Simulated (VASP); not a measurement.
# RPA total energies of ZnSe (Stilleite), part 5 of 6

Aim: total energies of ZnSe (Stilleite) from exact exchange and RPA correlation, beside cheaper functionals. The scan starts from a database cell scaled to its smallest volume. The cell is of the zinc-blende type. The start is a cell from a database of measured crystal structures.

VASP 6.6.1, plane waves and PAW; the level of theory is named at each step.

So far. Step 23 (Orbitals, volume ratio 1.02): The run ends at a pressure of -4.19 GPa. Step 24 (Exact exchange, volume ratio 1.02): The Hartree-Fock energy on these orbitals is -5.4196 eV an atom.

## 25. Empty bands, volume ratio 1.02

This step: LDA; plane waves and PAW (Se_GW, Zn_GW) (VASP 6.6.1).

The empty bands are made again, for the run that follows.

Contents of INCAR:

```
SYSTEM = ZnSe
PREC = Accurate
ENCUT = 370
ISMEAR = 0
SIGMA = 0.05
LREAL = .FALSE.
GGA = CA
NBANDS = 760
ALGO = Exact
NELM = 1
LWAVE = .TRUE.
LCHARG = .FALSE.
LOPTICS = .TRUE.
NEDOS = 1000
CSHIFT = 0.1
```

Contents of POSCAR:

```
ZnSe
1.0
    0.0000000000      2.8525674344      2.8525674344
    2.8525674344      0.0000000000      2.8525674344
    2.8525674344      2.8525674344      0.0000000000
Se Zn
1 1
Direct
    0.7500000000      0.7500000000      0.7500000000
    0.0000000000      0.0000000000      0.0000000000
```

Contents of KPOINTS:

```
Automatic mesh
0
Gamma
5 5 5
0 0 0
```

PAW data sets: Se_GW and Zn_GW (LDA family, release 64).

On the command line:

```sh
$ mpirun -np 4 vasp_std
```

Standard output:

```text
[banner, memory and clock lines left out]
running    4 mpi-ranks, on    1 nodes
[...]
LDA part: xc-table for (Slater(with rela. corr.)+CA(PZ))
 , standard interpolation
 found WAVECAR, reading the header
  number of bands has changed, file:    15 present:   760
  trying to continue reading WAVECAR, but it might fail
 POSCAR, INCAR and KPOINTS ok, starting setup
[...]
reading WAVECAR
 random initialization beyond band           15
 the WAVECAR file was read successfully
 initial charge from wavefunction
 entering main loop
       N       E                     dE             d eps       ncg     rms          rms(c)
DIA:   1    -0.731642E+01   -0.73164E+01    0.00000E+00     0   0.000E+00
   1 F= -.73164200E+01 E0= -.73164200E+01  d E =-.502742E-27
 writing wavefunctions
 optical routines
 imaginary and real dielectric function
 recalculating local potential from charge density
 direction            1
 direction            2
 direction            3
```

Wall time 6.6 s (4 MPI ranks of Intel Xeon Platinum 8488C (Sapphire Rapids), shared host); peak memory 0.7 GiB.

OUTCAR, selected parts (step 25):

```text
  Total       -1.2156997     -1.2156997     -1.2156997      0.0000000      0.0000000      0.0000000
  in kB      -41.9564887    -41.9564887    -41.9564887      0.0000000      0.0000000      0.0000000
  external PRESSURE =     -41.9564887 kB  Pullay stress =       0.0000000 kB

 POSITION                                       TOTAL-FORCE (eV/Angst)
 -----------------------------------------------------------------------------------
      4.27885      4.27885      4.27885         0.000000      0.000000     -0.000000
      0.00000      0.00000      0.00000        -0.000000     -0.000000      0.000000
 -----------------------------------------------------------------------------------
    total drift:                                0.000000      0.000000      0.000000

  FREE ENERGIE OF THE ION-ELECTRON SYSTEM (eV)
  ---------------------------------------------------
  free  energy   TOTEN  =        -7.3164200202 eV

  energy  without entropy=       -7.3164200202  energy(sigma->0) =       -7.31642002

[... 1 part as in an earlier step ...]

[... 2 further parts left out ...]
[key lines of the parts left out:]
E-fermi :   2.7167
```

WAVECAR now holds 760 bands for 18 electrons.

## 26. RPA correlation, volume ratio 1.02

This step: RPA correlation on LDA orbitals; plane waves and PAW (Se_GW, Zn_GW) (VASP 6.6.1).

RPA correlation at this point.

Contents of INCAR:

```
SYSTEM = ZnSe
PREC = Accurate
ENCUT = 370
ISMEAR = 0
SIGMA = 0.05
LREAL = .FALSE.
GGA = CA
NBANDS = 760
ALGO = ACFDT
ENCUTGW = 160
NOMEGA = 12
PRECFOCK = Fast
LWAVE = .FALSE.
LCHARG = .FALSE.
```

POSCAR is that of step 25.

KPOINTS is that of step 25.

On the command line:

```sh
$ mpirun -np 4 vasp_std
```

Standard output:

```text
[banner, memory and clock lines left out]
running    4 mpi-ranks, on    1 nodes
[...]
LDA part: xc-table for (Slater(with rela. corr.)+CA(PZ))
 , standard interpolation
 found WAVECAR, reading the header
 POSCAR, INCAR and KPOINTS ok, starting setup
[...]
reading WAVECAR
 the WAVECAR file was read successfully
 initial charge from wavefunction
 available memory per node:    124.02 GB, setting MAXMEM to    127000

 The Fermi energy was updated, please check that it is located mid-gap
 values below the HOMO (VB) or above the LUMO (CB) will cause erroneous energies
 E-fermi :   2.8301

 the WAVEDER file was read successfully
 set NWRITE>2 for more details about minimax calculation
 number of imaginary grid points requested:      12
 number of distinct grids requested:  1
 quadrature errors minimized for energies in [ 0.972E+00, 0.374E+03 ]
 bosonic grid (T=0, re) determined with error: 0.1559E-06
 bosonic grid (re): 0.1559E-06
       0.2376       0.7769       1.5322       2.7359       4.7904
[...]
NQ=   4    0.2000    0.2000    0.0000,
|.........|.........|.........|.........
 performed      40552000 updates of chi_q(r,r)
 total number of BLAS operations      13357.03 Gflops
NQ=   5    0.4000    0.2000    0.0000,
|.........|.........|.........|.........
 performed      50690000 updates of chi_q(r,r)
 total number of BLAS operations      17141.20 Gflops
NQ=   6   -0.4000    0.2000    0.0000,
|.........|.........|.........|.........
 performed      60828000 updates of chi_q(r,r)
 total number of BLAS operations      20960.50 Gflops
NQ=   7   -0.2000    0.2000    0.0000,
|.........|.........|.........|.........
 performed      70966000 updates of chi_q(r,r)
 total number of BLAS operations      24537.36 Gflops
NQ=   8    0.4000    0.4000    0.0000,
|.........|.........|.........|.........
 performed      81104000 updates of chi_q(r,r)
 total number of BLAS operations      28251.78 Gflops
NQ=   9   -0.4000    0.4000    0.0000,
|.........|.........|.........|.........
 performed      91242000 updates of chi_q(r,r)
 total number of BLAS operations      31897.10 Gflops
NQ=  10   -0.4000    0.4000    0.2000,
|.........|.........|.........|.........
 performed     101380000 updates of chi_q(r,r)
 total number of BLAS operations      35473.96 Gflops
 entering main loop
```

Run time: 5.8 min. Hardware: 4 MPI ranks; peak memory 1.9 GiB.

OUTCAR, selected parts (step 26):

```text
      cutoff energy     smooth cutoff   RPA   correlation   Hartree contr. to MP2
---------------------------------------------------------------------------------
            160.000           128.000      -16.9770109966      -27.1663005409
            152.381           121.905      -16.7370314613      -26.7472478666
            145.125           116.100      -16.4880788163      -26.3156821814
            138.214           110.571      -16.2312459523      -25.8740787585
            131.632           105.306      -15.9683598613      -25.4263196005
            125.364           100.291      -15.6975152256      -24.9696456069
            119.394            95.516      -15.4243664719      -24.5140074802
            113.709            90.967      -15.1435755807      -24.0512069916
  linear regression

[... 2 parts as in an earlier step ...]

[... 2 further parts left out ...]
[key lines of the parts left out:]
E-fermi :   2.8301
```

The correlation energy is -9.8377 eV an atom, +25 meV against the point before. With exact exchange the total is -15.2573 eV an atom.

## 27. Comparison: r2SCAN, volume ratio 1.02

This step: r2SCAN; plane waves and PAW (Se_GW, Zn_GW) (VASP 6.6.1).

The comparison at this point.

Contents of INCAR:

```
SYSTEM = ZnSe
PREC = Accurate
ENCUT = 370
EDIFF = 1E-06
NELM = 100
ISMEAR = 0
SIGMA = 0.05
LREAL = .FALSE.
ALGO = Normal
METAGGA = R2SCAN
LASPH = .TRUE.
NBANDS = 15
LWAVE = .FALSE.
LCHARG = .FALSE.
KPAR = 4
```

POSCAR is that of step 26.

KPOINTS is that of step 26.

On the command line:

```sh
$ mpirun -np 4 vasp_std
```

Standard output:

```text
[... set-up lines as in an earlier step ...]
 entering main loop
       N       E                     dE             d eps       ncg     rms          rms(c)
DAV:   1    -0.173562E+03   -0.17356E+03   -0.75642E+03   307   0.166E+03
DAV:   2    -0.287402E+03   -0.11384E+03   -0.10726E+03   356   0.285E+02
DAV:   3    -0.294332E+03   -0.69298E+01   -0.68744E+01   456   0.700E+01
DAV:   4    -0.294419E+03   -0.86987E-01   -0.86969E-01   358   0.669E+00
[...]
DAV:  13    -0.291359E+03    0.87914E-05   -0.10605E-05   484   0.155E-01    0.266E-03
DAV:  14    -0.291359E+03   -0.11166E-05   -0.25892E-06   292   0.444E-02    0.161E-03
DAV:  15    -0.291359E+03   -0.47079E-06   -0.32566E-07   171   0.260E-02
   1 F= -.29135897E+03 E0= -.29135897E+03  d E =-.460635E-13
```

Run time: 10 s. Hardware: 4 MPI ranks; peak memory 0.58 GiB; 38 s of CPU time.

Parts of OUTCAR (step 27):

```text
  Total       -0.3804751     -0.3804751     -0.3804751      0.0000000      0.0000000     -0.0000000
  in kB      -13.1310372    -13.1310372    -13.1310372      0.0000000      0.0000000     -0.0000000
  external PRESSURE =     -13.1310372 kB  Pullay stress =       0.0000000 kB

 POSITION                                       TOTAL-FORCE (eV/Angst)
 -----------------------------------------------------------------------------------
      4.27885      4.27885      4.27885        -0.000000     -0.000000     -0.000000
      0.00000      0.00000      0.00000         0.000000      0.000000      0.000000
 -----------------------------------------------------------------------------------
    total drift:                                0.000011      0.000011      0.000009

  FREE ENERGIE OF THE ION-ELECTRON SYSTEM (eV)
  ---------------------------------------------------
  free  energy   TOTEN  =      -291.3589712491 eV

  energy  without entropy=     -291.3589712491  energy(sigma->0) =     -291.35897125

[... 2 parts as in an earlier step ...]

[... 1 further part left out ...]
[key lines of the parts left out:]
E-fermi :   2.5640
```

Its energy is -145.6795 eV an atom, on a zero of its own.

## 28. Orbitals for comparison: HSE06, volume ratio 1.02

This step: LDA; plane waves and PAW (Se_GW, Zn_GW) (VASP 6.6.1).

Starting orbitals, as before.

Contents of INCAR:

```
SYSTEM = ZnSe
PREC = Accurate
ENCUT = 370
EDIFF = 1E-05
NELM = 100
ISMEAR = 0
SIGMA = 0.05
LREAL = .FALSE.
ALGO = Normal
GGA = CA
NBANDS = 15
LORBIT = 11
LWAVE = .TRUE.
LCHARG = .FALSE.
KPAR = 4
```

POSCAR is that of step 27.

KPOINTS is that of step 27.

On the command line:

```sh
$ mpirun -np 4 vasp_std
```

Standard output:

```text
[... set-up lines as in an earlier step ...]
 entering main loop
       N       E                     dE             d eps       ncg     rms          rms(c)
[... 9 cycles as in an earlier step ...]
DAV:  10    -0.731642E+01   -0.10543E-04   -0.68177E-05   432   0.167E-01    0.861E-03
DAV:  11    -0.731642E+01   -0.24788E-05   -0.37690E-06   192   0.614E-02
   1 F= -.73164199E+01 E0= -.73164199E+01  d E =-.280566E-12
 writing wavefunctions
```

Wall time 2 s (4 MPI ranks); peak memory 0.5 GiB; 5.6 s of CPU time.

Parts of OUTCAR (step 28):

```text
  Total       -1.1965076     -1.1965076     -1.1965076     -0.0000000      0.0000000     -0.0000000
  in kB      -41.2941274    -41.2941274    -41.2941274     -0.0000000      0.0000000     -0.0000000
  external PRESSURE =     -41.2941274 kB  Pullay stress =       0.0000000 kB

 POSITION                                       TOTAL-FORCE (eV/Angst)
 -----------------------------------------------------------------------------------
      4.27885      4.27885      4.27885         0.000000     -0.000000      0.000000
      0.00000      0.00000      0.00000        -0.000000      0.000000     -0.000000
 -----------------------------------------------------------------------------------
    total drift:                                0.000000      0.000000      0.000000

  FREE ENERGIE OF THE ION-ELECTRON SYSTEM (eV)
  ---------------------------------------------------
  free  energy   TOTEN  =        -7.3164198588 eV

  energy  without entropy=       -7.3164198588  energy(sigma->0) =       -7.31641986

[... 2 parts as in an earlier step ...]

[... 1 further part left out ...]
[key lines of the parts left out:]
E-fermi :   2.5764
```

The run ends at a pressure of -4.13 GPa.

## 29. Comparison: HSE06, volume ratio 1.02

This step: HSE06; plane waves and PAW (Se_GW, Zn_GW) (VASP 6.6.1).

The comparison at this point.

Contents of INCAR:

```
SYSTEM = ZnSe
PREC = Accurate
ENCUT = 370
EDIFF = 1E-06
NELM = 100
ISMEAR = 0
SIGMA = 0.05
LREAL = .FALSE.
ALGO = Normal
LHFCALC = .TRUE.
AEXX = 0.25
GGA = PE
HFSCREEN = 0.2
LASPH = .TRUE.
NBANDS = 15
PRECFOCK = Fast
LWAVE = .FALSE.
LCHARG = .FALSE.
KPAR = 4
```

POSCAR is that of step 28.

KPOINTS is that of step 28.

The run starts from files that an earlier step left in the folder.

On the command line:

```sh
$ mpirun -np 4 vasp_std
```

Standard output:

```text
[... set-up lines as in an earlier step ...]
 entering main loop
       N       E                     dE             d eps       ncg     rms          rms(c)
DAV:   1    -0.746195E+01   -0.74619E+01   -0.12052E+00   442   0.523E+01    0.153E+00
DAV:   2    -0.740707E+01    0.54878E-01   -0.28943E-01   405   0.220E+01    0.463E-01
DAV:   3    -0.740793E+01   -0.85777E-03   -0.18892E-02   420   0.352E+00    0.205E-01
DAV:   4    -0.740714E+01    0.78832E-03   -0.20941E-03   458   0.154E+00    0.122E-01
DAV:   5    -0.740710E+01    0.39627E-04   -0.33637E-04   464   0.309E-01    0.757E-02
DAV:   6    -0.740707E+01    0.25569E-04   -0.35988E-05   440   0.127E-01    0.448E-02
DAV:   7    -0.740706E+01    0.10714E-04   -0.70680E-06   360   0.374E-02    0.268E-02
DAV:   8    -0.740706E+01    0.26967E-05   -0.29660E-06   400   0.126E-02    0.164E-02
DAV:   9    -0.740706E+01    0.42506E-06   -0.85145E-07   241   0.835E-03
   1 F= -.74070594E+01 E0= -.74070594E+01  d E =-.254119E-15
```

The job ended after 49 s (4 MPI ranks; peak memory 0.94 GiB).

Parts of OUTCAR (step 29):

```text
 POSITION                                       TOTAL-FORCE (eV/Angst)
 -----------------------------------------------------------------------------------
      4.27885      4.27885      4.27885         0.000000      0.000000     -0.000000
      0.00000      0.00000      0.00000        -0.000000     -0.000000      0.000000
 -----------------------------------------------------------------------------------
    total drift:                                0.000201      0.000117      0.000109

  FREE ENERGIE OF THE ION-ELECTRON SYSTEM (eV)
  ---------------------------------------------------
  free  energy   TOTEN  =        -7.4070593778 eV

  energy  without entropy=       -7.4070593778  energy(sigma->0) =       -7.40705938

[... 2 parts as in an earlier step ...]

[... 1 further part left out ...]
[key lines of the parts left out:]
E-fermi :   2.2475
```

Its energy is -3.7035 eV an atom, on a zero of its own.

## 30. Orbitals, volume ratio 1.06

This step: LDA; plane waves and PAW (Se_GW, Zn_GW) (VASP 6.6.1).

The same chain follows at a volume ratio of 1.06.

Contents of INCAR:

```
SYSTEM = ZnSe
PREC = Accurate
ENCUT = 370
EDIFF = 1E-08
NELM = 100
ISMEAR = 0
SIGMA = 0.05
LREAL = .FALSE.
ALGO = Normal
GGA = CA
NBANDS = 15
LORBIT = 11
LWAVE = .TRUE.
LCHARG = .FALSE.
KPAR = 4
```

Contents of POSCAR:

```
ZnSe
1.0
    0.0000000000      2.8893788162      2.8893788162
    2.8893788162      0.0000000000      2.8893788162
    2.8893788162      2.8893788162      0.0000000000
Se Zn
1 1
Direct
    0.7500000000      0.7500000000      0.7500000000
    0.0000000000      0.0000000000      0.0000000000
```

KPOINTS is that of step 29.

On the command line:

```sh
$ mpirun -np 4 vasp_std
```

Standard output:

```text
[... set-up lines as in an earlier step ...]
 entering main loop
       N       E                     dE             d eps       ncg     rms          rms(c)
DAV:   1     0.105452E+03    0.10545E+03   -0.71300E+03   314   0.156E+03
DAV:   2    -0.108106E+01   -0.10653E+03   -0.99445E+02   377   0.259E+02
DAV:   3    -0.743064E+01   -0.63496E+01   -0.63004E+01   399   0.677E+01
DAV:   4    -0.757552E+01   -0.14488E+00   -0.14484E+00   422   0.812E+00
[...]
DAV:  12    -0.725838E+01   -0.48722E-07   -0.22124E-07   492   0.153E-02    0.568E-04
DAV:  13    -0.725838E+01   -0.10390E-07   -0.20074E-08   361   0.206E-03    0.131E-04
DAV:  14    -0.725838E+01    0.54570E-10   -0.19529E-09   206   0.437E-04
   1 F= -.72583826E+01 E0= -.72583826E+01  d E =-.186870E-17
 writing wavefunctions
```

Run time: 2.2 s. Hardware: 4 MPI ranks; peak memory 0.51 GiB.

From OUTCAR (step 30):

```text
  Total       -1.8077455     -1.8077455     -1.8077455     -0.0000000     -0.0000000      0.0000000
  in kB      -60.0349873    -60.0349873    -60.0349873     -0.0000000     -0.0000000      0.0000000
  external PRESSURE =     -60.0349873 kB  Pullay stress =       0.0000000 kB

 POSITION                                       TOTAL-FORCE (eV/Angst)
 -----------------------------------------------------------------------------------
      4.33407      4.33407      4.33407         0.000000      0.000000      0.000000
      0.00000      0.00000      0.00000        -0.000000     -0.000000     -0.000000
 -----------------------------------------------------------------------------------
    total drift:                                0.000000      0.000000      0.000000

  FREE ENERGIE OF THE ION-ELECTRON SYSTEM (eV)
  ---------------------------------------------------
  free  energy   TOTEN  =        -7.2583825855 eV

  energy  without entropy=       -7.2583825855  energy(sigma->0) =       -7.25838259

[... 1 part as in an earlier step ...]

[... 2 further parts left out ...]
[key lines of the parts left out:]
E-fermi :   2.2744
```

The run ends at a pressure of -6.00 GPa.

## 31. Exact exchange, volume ratio 1.06

This step: Hartree-Fock energy on LDA orbitals; plane waves and PAW (Se_GW, Zn_GW) (VASP 6.6.1).

Exact exchange at this point.

Contents of INCAR:

```
SYSTEM = ZnSe
PREC = Accurate
ENCUT = 370
ISMEAR = 0
SIGMA = 0.05
LREAL = .FALSE.
GGA = CA
NBANDS = 15
ALGO = Eigenval
NELM = 1
LHFCALC = .TRUE.
AEXX = 1
ALDAC = 0
AGGAC = 0
PRECFOCK = Normal
LWAVE = .FALSE.
LCHARG = .FALSE.
```

POSCAR is that of step 30.

KPOINTS is that of step 30.

The run starts from files that an earlier step left in the folder.

On the command line:

```sh
$ mpirun -np 4 vasp_std
```

Standard output:

```text
[... set-up lines as in an earlier step ...]
 entering main loop
       N       E                     dE             d eps       ncg     rms          rms(c)
EIG:   1    -0.108639E+02   -0.10864E+02    0.00000E+00     0   0.000E+00
   1 F= -.10863928E+02 E0= -.10863928E+02  d E =-.103213E-20
```

The job ended after 22 s (4 MPI ranks; peak memory 0.45 GiB).

Parts of OUTCAR (step 31):

```text
 POSITION                                       TOTAL-FORCE (eV/Angst)
 -----------------------------------------------------------------------------------
      4.33407      4.33407      4.33407        -0.000000     -0.000000     -0.000000
      0.00000      0.00000      0.00000         0.000000      0.000000      0.000000
 -----------------------------------------------------------------------------------
    total drift:                               -0.000000     -0.000000     -0.000000

  FREE ENERGIE OF THE ION-ELECTRON SYSTEM (eV)
  ---------------------------------------------------
  free  energy   TOTEN  =       -10.8639277193 eV

  energy  without entropy=      -10.8639277193  energy(sigma->0) =      -10.86392772

[... 2 parts as in an earlier step ...]

[... 1 further part left out ...]
[key lines of the parts left out:]
E-fermi :   2.3052
```

The Hartree-Fock energy on these orbitals is -5.4320 eV an atom.

## 32. Empty bands, volume ratio 1.06

This step: LDA; plane waves and PAW (Se_GW, Zn_GW) (VASP 6.6.1).

The empty bands are made again, for the run that follows.

Contents of INCAR:

```
SYSTEM = ZnSe
PREC = Accurate
ENCUT = 370
ISMEAR = 0
SIGMA = 0.05
LREAL = .FALSE.
GGA = CA
NBANDS = 792
ALGO = Exact
NELM = 1
LWAVE = .TRUE.
LCHARG = .FALSE.
LOPTICS = .TRUE.
NEDOS = 1000
CSHIFT = 0.1
```

POSCAR is that of step 31.

KPOINTS is that of step 31.

On the command line:

```sh
$ mpirun -np 4 vasp_std
```

Standard output:

```text
[banner, memory and clock lines left out]
running    4 mpi-ranks, on    1 nodes
[...]
LDA part: xc-table for (Slater(with rela. corr.)+CA(PZ))
 , standard interpolation
 found WAVECAR, reading the header
  number of bands has changed, file:    15 present:   792
  trying to continue reading WAVECAR, but it might fail
 POSCAR, INCAR and KPOINTS ok, starting setup
[...]
reading WAVECAR
 random initialization beyond band           15
 the WAVECAR file was read successfully
 initial charge from wavefunction
 entering main loop
       N       E                     dE             d eps       ncg     rms          rms(c)
DIA:   1    -0.725838E+01   -0.72584E+01    0.00000E+00     0   0.000E+00
   1 F= -.72583826E+01 E0= -.72583826E+01  d E =-.521828E-15
 writing wavefunctions
 optical routines
 imaginary and real dielectric function
 recalculating local potential from charge density
 direction            1
 direction            2
 direction            3
```

Run time: 6.4 s. Hardware: 4 MPI ranks; peak memory 0.72 GiB.

Parts of OUTCAR (step 32):

```text
  Total       -1.8057841     -1.8057841     -1.8057841      0.0000000      0.0000000      0.0000000
  in kB      -59.9698479    -59.9698479    -59.9698479      0.0000000      0.0000000      0.0000000
  external PRESSURE =     -59.9698479 kB  Pullay stress =       0.0000000 kB

  FREE ENERGIE OF THE ION-ELECTRON SYSTEM (eV)
  ---------------------------------------------------
  free  energy   TOTEN  =        -7.2583825858 eV

  energy  without entropy=       -7.2583825858  energy(sigma->0) =       -7.25838259

[... 2 parts as in an earlier step ...]

[... 2 further parts left out ...]
[key lines of the parts left out:]
E-fermi :   2.5495
```

WAVECAR now holds 792 bands for 18 electrons.

(Part 5 of 6 ends here.)

[Long decimals in the printed logs are rounded to 6 places.]

[Lines on the potential files, build, host, timing and source positions are cut from VASP's logs without a mark.]

[Logs are printed without paths, hosts, clocks, repeated set-up lines and the standing remarks that a program may print on its own settings, such as how far it seeks lower states.]

[Hosts, paths, dates, database ids (printed as entryN), source tags and the programs' standing remarks are cut or masked in the printed files.]

[Measured values are set beside computed ones only where the two were judged alike; some that the calculation misses by far are left out.]

[Pressures printed for these runs are not shown converged in the cutoff: they can be off by several GPa and have the wrong sign.]
